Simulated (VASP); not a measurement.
An input for Ansatz (written as the equivalent of a VASP run, and not itself run):

Ansatz 0.2 input:
```yaml
crystal:
  lattice:
    - [0.0000000, 2.9791500, 2.9791500]
    - [2.9791500, 0.0000000, 2.9791500]
    - [2.9791500, 2.9791500, 0.0000000]
  atoms:
    - { symbol: K, position: [0.0000000, 1.0000000, 0.0000000] }
    - { symbol: I, position: [0.5000000, 0.5000000, 0.5000000] }
kpoints:
  mp_grid: { grid: [8, 8, 8] }
hamiltonian:
  xc: pbesol
  pseudopotentials: { kind: paw }
scf:
  occupations: { method: gaussian, width: 0.05 }
  max_iter: 100
relax:
  max_steps: 40
  f_tol: 0.02
  cell: { p_target: 20 }
output: { forces: true, stress: true, eigenvalues: true }
```

Write the VASP files for the same calculation (PBEsol).

This is not unique; one that fits is 
**INCAR**
```
# general
SYSTEM  = KI
PREC    = Accurate
ENCUT   = 500   # plane-wave cut-off (eV)
LREAL   = F   # projection in real space or not
LASPH   = T   # aspherical one-centre terms

# electronic loop
EDIFF   = 1E-6
NELM    = 100   # most electronic steps
ALGO    = Normal   # blocked Davidson
LMAXMIX = 4

# smearing
ISMEAR  = 0   # Gaussian
SIGMA   = 0.05   # width (eV)

# functional
GGA     = PS

# ions
IBRION  = 2   # conjugate gradients
NSW     = 40   # most ionic steps
ISIF    = 3
EDIFFG  = -0.02   # ionic stop
PSTRESS = 200

# output
LWAVE   = F
LCHARG  = F
```

**POSCAR**
```
KI
1
    0.0000000000     2.9791500200     2.9791500200
    2.9791500200    -0.0000000000     2.9791500200
    2.9791500200     2.9791500200    -0.0000000000
K I
1 1
Direct
  0.0000000000   1.0000000000   0.0000000000
  0.5000000000   0.5000000000   0.5000000000
```

**KPOINTS**
```
Automatic mesh
0
Gamma
  8 8 8
0 0 0
```

POTCAR, in this order: K_sv I (PBE.64 set). Program: vasp_std.

What does not carry over: each code has its own PAW files, so the cut-off isn't converted (ENCUT is set for VASP's; basis.ecutwfc is left out, and Ansatz then takes the one that its files recommend); Ansatz stops its SCF on the density residual and VASP on the energy change (EDIFF).

The compound is KI in the rock salt structure. It was relaxed first under an external pressure of 20 GPa.
